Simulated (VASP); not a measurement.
A run of VASP 6.6.1 is set up as follows.

The input INCAR:

```
SYSTEM = H3C2I2F
ALGO     = Normal         ! electronic algorithm
EDIFF    = 1E-6           ! SCF threshold, eV
EDIFFG   = -0.02          ! ionic threshold
ENCUT    = 520            ! plane-wave cutoff, eV
GGA      = PE             ! functional
IBRION   = 2              ! ionic algorithm
ISIF     = 2              ! what is computed and relaxed
ISMEAR   = 0              ! smearing method
LASPH    = .True.         ! aspherical terms in the spheres
LCHARG   = .False.        ! write CHGCAR
LREAL    = .False.        ! projectors in reciprocal space
LWAVE    = .False.        ! write WAVECAR
NELM     = 100            ! most SCF steps
NSW      = 40             ! ionic steps
PREC     = Accurate       ! precision mode
SIGMA    = 0.01           ! smearing width, eV
```

The input KPOINTS:

```
k-points
0
Gamma
  1 1 1
  0 0 0
```

The input POSCAR:

```
H3C2I2F
1.0
   13.0000000000      0.0000000000      0.0000000000
    0.0000000000     13.0000000000      0.0000000000
    0.0000000000      0.0000000000     13.0000000000
F C I H
1 2 2 3
Direct
    0.4460720000      0.4787100000      0.6193860000
    0.5174120000      0.4951190000      0.5490650000
    0.4723890000      0.5025180000      0.4420120000
    0.6222500000      0.3638610000      0.5524310000
    0.3787360000      0.6383590000      0.4302920000
    0.5656320000      0.5604140000      0.5688440000
    0.5324500000      0.5106960000      0.3834390000
    0.4232910000      0.4370900000      0.4254220000
```

Potentials or basis: VASP PAW PBE potentials, release 64 (F, C, I, H).

Command:

```bash
$ cat potpaw_PBE.64/F/POTCAR potpaw_PBE.64/C/POTCAR potpaw_PBE.64/I/POTCAR potpaw_PBE.64/H/POTCAR > POTCAR
$ mpirun -np 1 vasp_gam > vasp.out
```

Problem. What does it give for the gap between the frontier levels?

Solution. 3.65 eV.

Problem. What does it give for the energy gained by relaxing?

Solution. 10.8 meV/atom.

Step by step:
```csv
step,energy change (eV),largest force (eV/Å),pressure (GPa)
1,0.0000,2.3465,0.12
2,0.1995,3.5216,-0.06
3,-0.0760,0.3551,0.04
4,-0.0760,0.3219,0.04
5,-0.0809,0.4034,0.00
6,-0.0818,0.2541,0.01
7,-0.0847,0.2146,-0.01
8,-0.0848,0.1424,-0.01
9,-0.0853,0.1566,-0.01
10,-0.0854,0.0735,-0.01
11,-0.0858,0.0578,-0.01
12,-0.0858,0.0572,-0.01
13,-0.0860,0.0425,-0.01
14,-0.0861,0.0677,-0.01
15,-0.0862,0.0393,-0.01
16,-0.0862,0.0373,-0.01
17,-0.0863,0.0244,-0.01
18,-0.0864,0.0278,-0.01
19,-0.0864,0.0282,-0.01
20,-0.0864,0.0296,-0.01
21,-0.0865,0.0194,-0.01
```

Caveat: spin-orbit coupling is left out, which moves the levels of the heavy elements.
